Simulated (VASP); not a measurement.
Wanted: the native input for a VASP 6.6.1 run.

```
Task                   : single point
Functional             : PBEsol
Potentials or basis    : VASP PAW PBE potentials, release 64 (Co, Al, N)
Cutoff                 : 450 eV
k mesh                 : 3 × 3 × 2
Occupations            : gaussian, width 0.03 eV
Spin                   : collinear spin, ferromagnetic start
Fixed moment           : 2 μB
Hubbard terms          : Co d U = 4 eV
Dq                     : 0
Further INCAR settings : LREAL = Auto; ALGO = Normal; EDIFF = 1e-05
```

The structure of Al15CoN16 (a cell with a defect) lies in POSCAR:

```
Al15CoN16
1.0
    6.2200008610      0.0000000000      0.0000000000
   -3.1100004305      5.3866787572      0.0000000000
    0.0000000000      0.0000000000      9.9600000000
Co Al N
1 15 16
Direct
    0.3333333333      0.1666666667      0.0000000000
    0.3333333333      0.1666666667      0.5000000000
    0.3333333333      0.6666666667      0.0000000000
    0.3333333333      0.6666666667      0.5000000000
    0.8333333333      0.1666666667      0.0000000000
    0.8333333333      0.1666666667      0.5000000000
    0.8333333333      0.6666666667      0.0000000000
    0.8333333333      0.6666666667      0.5000000000
    0.1666666667      0.3333333333      0.2500000000
    0.1666666667      0.3333333333      0.7500000000
    0.1666666667      0.8333333333      0.2500000000
    0.1666666667      0.8333333333      0.7500000000
    0.6666666667      0.3333333333      0.2500000000
    0.6666666667      0.3333333333      0.7500000000
    0.6666666667      0.8333333333      0.2500000000
    0.6666666667      0.8333333333      0.7500000000
    0.3333333333      0.1666666667      0.1910000000
    0.3333333333      0.1666666667      0.6910000000
    0.3333333333      0.6666666667      0.1910000000
    0.3333333333      0.6666666667      0.6910000000
    0.8333333333      0.1666666667      0.1910000000
    0.8333333333      0.1666666667      0.6910000000
    0.8333333333      0.6666666667      0.1910000000
    0.8333333333      0.6666666667      0.6910000000
    0.1666666667      0.3333333333      0.4410000000
    0.1666666667      0.3333333333      0.9410000000
    0.1666666667      0.8333333333      0.4410000000
    0.1666666667      0.8333333333      0.9410000000
    0.6666666667      0.3333333333      0.4410000000
    0.6666666667      0.3333333333      0.9410000000
    0.6666666667      0.8333333333      0.4410000000
    0.6666666667      0.8333333333      0.9410000000
```

These files were run (other wordings do the same):

INCAR

```
SYSTEM = Al15CoN16
  PREC = Accurate
  ENCUT = 450
  EDIFF = 1E-5
  ISMEAR = 0
  SIGMA = 0.03
  LREAL = Auto
  LASPH = .TRUE.
  NELM = 120
  ALGO = Normal
  ISIF = 2
  LWAVE = .FALSE.
  LCHARG = .FALSE.
  ISPIN = 2
  MAGMOM = 2 0 0 0 0 0 0 0 0 0 0 0 0 0 0 0 0 0 0 0 0 0 0 0 0 0 0 0 0 0 0 0
  LORBIT = 11
  NUPDOWN = 2
  LMAXMIX = 4
  LDAU = .TRUE.
  LDAUTYPE = 2
  LDAUL = 2 -1 -1
  LDAUU = 4 0 0
  LDAUJ = 0 0 0
  LDAUPRINT = 1
  GGA = PS
  KPAR = 4
```

KPOINTS

```
Automatic mesh
0
G
  3 3 2
  0 0 0
```

Potentials or basis: VASP PAW PBE potentials, release 64 (Co, Al, N).

Launch:

```console
$ cat potpaw_PBE.64/Co/POTCAR potpaw_PBE.64/Al/POTCAR potpaw_PBE.64/N/POTCAR > POTCAR
$ mpirun -np 4 vasp_std > vasp.out
```

Results of the run:

The largest force is 0.950 eV/Å, the net moment is 2.00 μB per cell and the site moments are Co +2.06; Al +0.00; N +0.01, +0.00, -0.00, -0.07 μB. The valence electrons inside the program's atomic spheres are Co 8.41; Al 0.81; N 3.80, 3.84, 3.79.

Caveat: the k mesh is coarse (spacing up to 0.39 Å⁻¹), so the values aren't converged; the PAW data sets were made with another functional, which shifts forces and pressure a little; the total moment is fixed, so each spin has its own Fermi level.

Wall time 3.5 min on 4 MPI ranks on Intel(R) Xeon(R) Platinum 8488C (Sapphire Rapids), on a shared host, peak memory 0.62 GiB a rank.
